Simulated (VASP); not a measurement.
# V: V into a neighbouring V vacancy

How hard is this move in V: V into a neighbouring V vacancy? Both ends are relaxed first, then a band of images between them.

Main program and level: VASP 6.6.1; PBEsol, no spin polarisation; plane waves and PAW (V).

### 1. The host crystal

The structure is cubic, space group Im-3m (No. 229). The conventional cell has a = 3.020 Å, b = 3.020 Å, c = 3.020 Å, α = 90.00°, β = 90.00°, γ = 90.00°. Nearest to V lie 8 V at 2.62 Å.

Coordinates:

```cif
data_structure
_symmetry_space_group_name_H-M 'Im-3m'
_symmetry_Int_Tables_number 229
_cell_length_a 3.0200
_cell_length_b 3.0200
_cell_length_c 3.0200
_cell_angle_alpha 90.000
_cell_angle_beta 90.000
_cell_angle_gamma 90.000
_cell_volume 27.54
loop_
_atom_site_label
_atom_site_type_symbol
_atom_site_symmetry_multiplicity
_atom_site_Wyckoff_symbol
_atom_site_fract_x
_atom_site_fract_y
_atom_site_fract_z
_atom_site_occupancy
V1 V 2 a 0.00000 0.00000 0.00000 1
```

### 2. Relax the host

First cell and atoms are relaxed at a raised cutoff, so that later runs start from this functional's own cell.

File INCAR:

```
SYSTEM = V
PREC = Accurate
ENCUT = 350
EDIFF = 1E-06
NELM = 120
ISMEAR = 1
SIGMA = 0.15
LREAL = .FALSE.
ALGO = Normal
GGA = PS
NBANDS = 8
LASPH = .TRUE.
LORBIT = 11
LWAVE = .FALSE.
LCHARG = .FALSE.
KPAR = 6
IBRION = 2
NSW = 40
ISIF = 3
EDIFFG = -0.02
POTIM = 0.4
```

File POSCAR:

```
V
1.0
   -1.5100000000      1.5100000000      1.5100000000
    1.5100000000     -1.5100000000      1.5100000000
    1.5100000000      1.5100000000     -1.5100000000
V
1
Direct
    0.0000000000      0.0000000000      0.0000000000
```

File KPOINTS:

```
Automatic mesh
0
Gamma
15 15 15
0 0 0
```

The projector-augmented-wave data sets are V (PBE family, release 64).

Command:

```sh
mpirun -np 6 vasp_std
```

The log of the run:

```text
[banner, memory and clock lines left out]
running    6 mpi-ranks, on    1 nodes
 distrk:  each k-point on    1 cores,    6 groups
 distr:  one band on    1 cores,    1 groups

 POSCAR found type information on POSCAR V
 POSCAR found :  1 types and       1 ions
|                                                                             |
|           W    W    AA    RRRRR   N    N  II  N    N   GGGG   !!!           |
|           W    W   A  A   R    R  NN   N  II  NN   N  G    G  !!!           |
|           W    W  A    A  R    R  N N  N  II  N N  N  G       !!!           |
|           W WW W  AAAAAA  RRRRR   N  N N  II  N  N N  G  GGG   !            |
|           WW  WW  A    A  R   R   N   NN  II  N   NN  G    G                |
|           W    W  A    A  R    R  N    N  II  N    N   GGGG   !!!           |
|                                                                             |
|     For optimal performance we recommend to set                             |
|       NCORE = 2 up to number-of-cores-per-socket                            |
|     NCORE specifies how many cores store one orbital (NPAR=cpu/NCORE).      |
|     This setting can greatly improve the performance of VASP for DFT.       |
|     The default, NCORE=1 might be grossly inefficient on modern             |
|     multi-core architectures or massively parallel machines. Do your        |
|     Unfortunately you need to use the default for GW and RPA                |
|     calculations (for HF NCORE is supported but not extensively tested      |
|     yet).                                                                   |
|                                                                             |

|                                                                             |
|               ----> ADVICE to this user running VASP <----                  |
|                                                                             |
|     You enforced a specific xc type in the INCAR file but a different       |
|     [... a line on the potential file left out ...]
|     I HOPE YOU KNOW WHAT YOU ARE DOING!                                     |
|                                                                             |

 LDA part: xc-table for (Slater+PW92), standard interpolation
 POSCAR, INCAR and KPOINTS ok, starting setup
 FFT: planning ... GRIDC
 FFT: planning ... GRID_SOFT
 FFT: planning ... GRID
 WAVECAR not read
 entering main loop
       N       E                     dE             d eps       ncg     rms          rms(c)
DAV:   1    -0.241323113818E+01   -0.24132E+01   -0.17131E+03  1960   0.442E+02
DAV:   2    -0.111187484587E+02   -0.87055E+01   -0.81969E+01  2000   0.570E+01
DAV:   3    -0.111671392887E+02   -0.48391E-01   -0.48323E-01  2488   0.615E+00
DAV:   4    -0.111673977770E+02   -0.25849E-03   -0.25848E-03  2184   0.351E-01
DAV:   5    -0.111674005466E+02   -0.27696E-05   -0.27698E-05  2464   0.290E-02    0.123E+01
DAV:   6    -0.963004220413E+01    0.15374E+01   -0.53608E+00  2072   0.335E+01    0.190E+00
DAV:   7    -0.957463395870E+01    0.55408E-01   -0.14462E-01  2472   0.475E+00    0.130E+00
DAV:   8    -0.956294639069E+01    0.11688E-01   -0.59529E-03  1976   0.110E+00    0.229E-01
DAV:   9    -0.956250550562E+01    0.44089E-03   -0.94430E-04  2768   0.212E-01    0.644E-02
DAV:  10    -0.956246821191E+01    0.37294E-04   -0.14655E-05  2664   0.405E-02    0.594E-03
DAV:  11    -0.956246521971E+01    0.29922E-05   -0.19947E-06  1048   0.170E-02    0.420E-04
DAV:  12    -0.956246524318E+01   -0.23469E-07   -0.65033E-08   992   0.242E-03
   1 F= -.95624652E+01 E0= -.95632420E+01  d E =-.956247E+01
 curvature:   0.00 expect dE= 0.000E+00 dE for cont linesearch  0.000E+00
 trial: gam= 0.00000 g(F)=  0.733E-65 g(S)=  0.161E+00 ort = 0.000E+00 (trialstep = 0.100E+01)
 search vector abs. value=  0.161E+00
 bond charge predicted
       N       E                     dE             d eps       ncg     rms          rms(c)
DAV:   1    -0.973761192977E+01   -0.17515E+00   -0.10233E+01  1920   0.485E+01    0.517E+00
DAV:   2    -0.959426150432E+01    0.14335E+00   -0.40771E-01  2200   0.933E+00    0.113E+00
DAV:   3    -0.957903582021E+01    0.15226E-01   -0.25761E-02  2656   0.190E+00    0.223E-01
DAV:   4    -0.957661457167E+01    0.24212E-02   -0.33093E-03  2000   0.572E-01    0.946E-02
DAV:   5    -0.957668927357E+01   -0.74702E-04   -0.87131E-05  2424   0.847E-02    0.290E-02
DAV:   6    -0.957668301988E+01    0.62537E-05   -0.46567E-07  1520   0.535E-03    0.468E-04
DAV:   7    -0.957668314526E+01   -0.12538E-06   -0.21193E-08   960   0.170E-03
   2 F= -.95766831E+01 E0= -.95774338E+01  d E =-.142179E-01
 trial-energy change:   -0.014218  1 .order   -0.006592   -0.161384    0.148199
 step:   0.5577(harm=  0.5213)  dis= 0.00000  next Energy=    -9.608794 (dE=-0.463E-01)
 bond charge predicted
       N       E                     dE             d eps       ncg     rms          rms(c)
DAV:   1    -0.964030778343E+01   -0.63625E-01   -0.20829E+00  1920   0.232E+01    0.220E+00
DAV:   2    -0.961293666978E+01    0.27371E-01   -0.90820E-02  2296   0.418E+00    0.599E-01
DAV:   3    -0.961023692922E+01    0.26997E-02   -0.31832E-03  2824   0.566E-01    0.200E-01
DAV:   4    -0.960971918478E+01    0.51774E-03   -0.10289E-03  1992   0.315E-01    0.213E-02
DAV:   5    -0.960970090435E+01    0.18280E-04   -0.46896E-06  2152   0.180E-02    0.601E-03
DAV:   6    -0.960969926839E+01    0.16360E-05   -0.15374E-06  1928   0.150E-02    0.322E-04
DAV:   7    -0.960969925498E+01    0.13414E-07   -0.53684E-09   960   0.910E-04
   3 F= -.96096993E+01 E0= -.96106302E+01  d E =-.472340E-01
 curvature:  -0.26 expect dE=-0.218E-05 dE for cont linesearch -0.218E-05
 trial: gam=-0.00717 g(F)=  0.110E-63 g(S)=  0.842E-05 ort = 0.117E-02 (trialstep = 0.912E+00)
 search vector abs. value=  0.539E-09
 reached required accuracy - stopping structural energy minimisation
```

Elapsed: 3.2 s, on 6 MPI ranks of Intel Xeon 6975P-C (Granite Rapids), shared host; peak memory 0.69 GiB; 14 s of CPU time.

The logs omit lines about the potential files and the build; timing stands in the text.

OUTCAR, selected parts (step 2):

```text
ion  position               nearest neighbor table
   1  0.000  0.000  0.000-

  LATTYP: Found a body centered cubic cell.
 ALAT       =     3.0200000000

 Subroutine GETGRP returns: Found 48 space group operations
 (whereof 48 operations were pure point group operations)

The static configuration has the point symmetry O_h .

 Found    120 irreducible k-points:

   k-points           NKPTS =    120   k-points in BZ     NKDIM =    120   number of bands    NBANDS=      8

   dimension x,y,z NGX =    16 NGY =   16 NGZ =   16
   dimension x,y,z NGXF=    32 NGYF=   32 NGZF=   32

   ENCUT  =  350.0 eV  25.72 Ry    5.07 a.u.   3.99  3.99  3.99*2*pi/ulx,y,z

   NELECT =       5.0000    total number of electrons

 k-points in reciprocal lattice and weights: Automatic mesh
   0.00000000  0.00000000  0.00000000       0.000
   0.06666667  0.00000000  0.00000000       0.004
   0.13333333  0.00000000  0.00000000       0.004
   0.20000000  0.00000000  0.00000000       0.004
   0.26666667  0.00000000  0.00000000       0.004
   0.33333333  0.00000000  0.00000000       0.004
   0.40000000  0.00000000  0.00000000       0.004
   0.46666667  0.00000000  0.00000000       0.004
   0.06666667  0.06666667  0.00000000       0.007
[...]
-0.46666667 -0.46666667  0.40000000       0.002
  -0.46666667  0.46666667  0.46666667       0.002

 average (electrostatic) potential at core
       1 -38.4583

 E-fermi :   6.5214

 k-point     1 :       0.0000    0.0000    0.0000
  band No.  band energies     occupation
      1      -0.1513      2.00000
      2       6.9267     -0.00090
      3       6.9267     -0.00090
      4       6.9267     -0.00090
      5       9.0584     -0.00000
      6       9.0584     -0.00000
    ...

 k-point     2 :       0.0667    0.0000    0.0000
  band No.  band energies     occupation
      1       0.0369      2.00000
      2       6.8446     -0.00941
      3       6.9095     -0.00155
      4       7.0653     -0.00000
      5       8.9643     -0.00000
      6       9.0642     -0.00000
    ...

 k-point     3 :       0.1333    0.0000    0.0000
  band No.  band energies     occupation
      1       0.5774      2.00000
      2       6.6187      0.11910
      3       6.8227     -0.01556
      4       7.4682     -0.00000
      5       8.7747     -0.00000
      6       9.0857     -0.00000
    ...

  Total       -0.0085282     -0.0085282     -0.0085282     -0.0000000      0.0000000     -0.0000000
  in kB       -1.0718006     -1.0718006     -1.0718006     -0.0000000      0.0000000     -0.0000000
  external PRESSURE =      -1.0718006 kB  Pullay stress =       0.0000000 kB

  energy-cutoff  :      350.00
  volume of cell :       12.75
      direct lattice vectors                 reciprocal lattice vectors
    -1.471625256  1.471625256  1.471625256     0.000000000  0.339760410  0.339760410
     1.471625256 -1.471625256  1.471625256     0.339760410  0.000000000  0.339760410
     1.471625256  1.471625256 -1.471625256     0.339760410  0.339760410  0.000000000

 POSITION                                       TOTAL-FORCE (eV/Angst)
 -----------------------------------------------------------------------------------
     -0.00000      0.00000      0.00000        -0.000000      0.000000     -0.000000
 -----------------------------------------------------------------------------------
    total drift:                                0.000000     -0.000000     -0.000000

  FREE ENERGIE OF THE ION-ELECTRON SYSTEM (eV)
  ---------------------------------------------------
  free  energy   TOTEN  =        -9.6096992550 eV

  energy  without entropy=       -9.6124921844  energy(sigma->0) =       -9.61063023

 reached required accuracy - stopping structural energy minimisation

 total charge
# of ion       s       p       d       tot
------------------------------------------
    1        0.607   0.699   3.641   4.947

[... 3 further parts left out ...]
```

CONTCAR:

```
V
   1.00000000000000
    -1.4716252556402820    1.4716252556402820    1.4716252556402820
     1.4716252556402820   -1.4716252556402820    1.4716252556402820
     1.4716252556402820    1.4716252556402820   -1.4716252556402820
  V
     1
Direct
     0.0000000000000000    0.0000000000000000    0.0000000000000000
```

This run has no spin polarisation, although V can carry a moment. Its electron count is odd, so without a moment it is a metal by construction. The PAW data sets were made with PBE, which is usual practice but a small mismatch for other functionals. The data set V keeps the semicore shell frozen, which is cheaper and a little less accurate. The run keeps the 48 symmetry operations of its start, so it cannot find a distortion of lower symmetry.

Relaxation path:

```tsv
step	energy less that of the first step (eV)	largest force (eV/Å)	pressure (GPa)	volume (Å³)
1	0.0000	0.0000	-13.73	13.77
2	-0.0142	0.0000	14.51	11.97
3	-0.0472	0.0000	-0.11	12.75
```

```tsv
conventional cell, symmetrised	before	after	change
a (Å)	3.020	2.943	-2.5 %
b (Å)	3.020	2.943	-2.5 %
c (Å)	3.020	2.943	-2.5 %
volume (Å³/atom)	13.77	12.75	-7.4 %
```

Final coordinates:

```xyz
1
Lattice="-1.4716 1.4716 1.4716 1.4716 -1.4716 1.4716 1.4716 1.4716 -1.4716" Properties=species:S:1:pos:R:3 pbc="T T T"
V     0.0000    0.0000    0.0000
```

This step gave:

| Quantity | Value |
| --- | --- |
| electronic cycles | 26 |
| electrons | 5 |
| free energy (TOTEN) | -9.610 eV |
| energy at zero smearing | -9.611 eV |
| Fermi energy | 6.521 eV |
| metallic | yes |

The run ended after 3 ionic steps, 0.047 eV below its first step, once forces and stress met EDIFFG = -0.02.

### 3. Relax the host again, on a new basis

The volume changed by more than 5 %, so the plane waves of the start no longer fit; a second relaxation removes that error.

Changes to INCAR since step 2:

```diff
@@ -17,3 +17,3 @@
 IBRION = 2
-NSW = 40
+NSW = 30
 ISIF = 3
```

File POSCAR:

```
V
1.0
   -1.4716252556      1.4716252556      1.4716252556
    1.4716252556     -1.4716252556      1.4716252556
    1.4716252556      1.4716252556     -1.4716252556
V
1
Direct
    0.0000000000      0.0000000000      0.0000000000
```

File KPOINTS:

```
Automatic mesh
0
Gamma
16 16 16
0 0 0
```

Command:

```sh
mpirun -np 6 vasp_std
```

The log of the run:

```text
[banner, memory and clock lines left out]
running    6 mpi-ranks, on    1 nodes
 distrk:  each k-point on    1 cores,    6 groups
 distr:  one band on    1 cores,    1 groups

 POSCAR found type information on POSCAR V
 POSCAR found :  1 types and       1 ions
 [... a notice as in an earlier step ...]

 [... a notice as in an earlier step ...]

 LDA part: xc-table for (Slater+PW92), standard interpolation
 POSCAR, INCAR and KPOINTS ok, starting setup
 FFT: planning ... GRIDC
 FFT: planning ... GRID_SOFT
 FFT: planning ... GRID
 WAVECAR not read
 entering main loop
       N       E                     dE             d eps       ncg     rms          rms(c)
DAV:   1    -0.327164268191E+01   -0.32716E+01   -0.17635E+03  2400   0.463E+02
DAV:   2    -0.110015105212E+02   -0.77299E+01   -0.73118E+01  2408   0.562E+01
DAV:   3    -0.110471458537E+02   -0.45635E-01   -0.45511E-01  2928   0.606E+00
DAV:   4    -0.110473927643E+02   -0.24691E-03   -0.24691E-03  2592   0.362E-01
DAV:   5    -0.110473952176E+02   -0.24533E-05   -0.24523E-05  3008   0.290E-02    0.135E+01
DAV:   6    -0.969509390778E+01    0.13523E+01   -0.41539E+00  2480   0.305E+01    0.193E+00
DAV:   7    -0.961621621857E+01    0.78878E-01   -0.22523E-01  2872   0.633E+00    0.125E+00
DAV:   8    -0.960411757173E+01    0.12099E-01   -0.87524E-03  2432   0.142E+00    0.256E-01
DAV:   9    -0.960328305663E+01    0.83452E-03   -0.16157E-03  3184   0.295E-01    0.763E-02
DAV:  10    -0.960321681286E+01    0.66244E-04   -0.48719E-05  3032   0.859E-02    0.919E-03
DAV:  11    -0.960321207415E+01    0.47387E-05   -0.25484E-06  1392   0.178E-02    0.616E-04
DAV:  12    -0.960321223286E+01   -0.15871E-06   -0.97061E-08  1208   0.343E-03
   1 F= -.96032122E+01 E0= -.96029651E+01  d E =-.960321E+01
 curvature:   0.00 expect dE= 0.000E+00 dE for cont linesearch  0.000E+00
 trial: gam= 0.00000 g(F)=  0.125E-64 g(S)=  0.611E-06 ort = 0.000E+00 (trialstep = 0.100E+01)
 search vector abs. value=  0.611E-06
 reached required accuracy - stopping structural energy minimisation
```

Run time: 1.8 s. Hardware: 6 MPI ranks; peak memory 0.62 GiB.

From OUTCAR (step 3):

```text
  LATTYP: Found a body centered cubic cell.
 ALAT       =     2.9432505112

The static configuration has the point symmetry O_h .

 Found    145 irreducible k-points:

   k-points           NKPTS =    145   k-points in BZ     NKDIM =    145   number of bands    NBANDS=      8

   ENCUT  =  350.0 eV  25.72 Ry    5.07 a.u.   3.89  3.89  3.89*2*pi/ulx,y,z

   NELECT =       5.0000    total number of electrons

 E-fermi :   6.5316

 k-point     1 :       0.0000    0.0000    0.0000
  band No.  band energies     occupation
      1      -0.1513      2.00000
      2       6.9314     -0.00107
      3       6.9314     -0.00107
      4       6.9314     -0.00107
      5       9.0632     -0.00000
      6       9.0632     -0.00000
    ...

 k-point     2 :       0.0625    0.0000    0.0000
  band No.  band energies     occupation
      1       0.0144      2.00000
      2       6.8590     -0.00849
      3       6.9166     -0.00171
      4       7.0533     -0.00001
      5       8.9796     -0.00000
      6       9.0683     -0.00000
    ...

  Total       -0.0022964     -0.0022964     -0.0022964      0.0000000      0.0000000     -0.0000000
  in kB       -0.2886117     -0.2886117     -0.2886117      0.0000000      0.0000000     -0.0000000
  external PRESSURE =      -0.2886117 kB  Pullay stress =       0.0000000 kB

 POSITION                                       TOTAL-FORCE (eV/Angst)
 -----------------------------------------------------------------------------------
      0.00000      0.00000      0.00000        -0.000000     -0.000000      0.000000
 -----------------------------------------------------------------------------------
    total drift:                                0.000000      0.000000     -0.000000

  FREE ENERGIE OF THE ION-ELECTRON SYSTEM (eV)
  ---------------------------------------------------
  free  energy   TOTEN  =        -9.6032122329 eV

  energy  without entropy=       -9.6024708552  energy(sigma->0) =       -9.60296511

 total charge
# of ion       s       p       d       tot
------------------------------------------
    1        0.607   0.697   3.643   4.947

[... 5 parts as in an earlier step ...]

[... 6 further parts left out ...]
```

CONTCAR:

```
V
   1.00000000000000
    -1.4716252556000000    1.4716252556000000    1.4716252556000000
     1.4716252556000000   -1.4716252556000000    1.4716252556000000
     1.4716252556000000    1.4716252556000000   -1.4716252556000000
  V
     1
Direct
     0.0000000000000000    0.0000000000000000    0.0000000000000000
```

Little changed from the start: no atom moved by 0.005 Å and no cell edge by 0.1 %.

This step gave:

```
electronic cycles       : 12
free energy (TOTEN)     : -9.603 eV
energy at zero smearing : -9.603 eV
Fermi energy            : 6.532 eV
```

The start already met the threshold, so nothing moved.

[end of part 1 of 5]

[Lines on the potential files, build, host, timing and source positions are cut from VASP's logs without a mark.]

[Logs are printed without paths, hosts, clocks, repeated set-up lines and the standing remarks that a program may print on its own settings, such as how far it seeks lower states.]

[Hosts, paths, dates, database ids (printed as entryN), source tags and the programs' standing remarks are cut or masked in the printed files.]

[Runs that stopped without an error message from VASP are left out.]
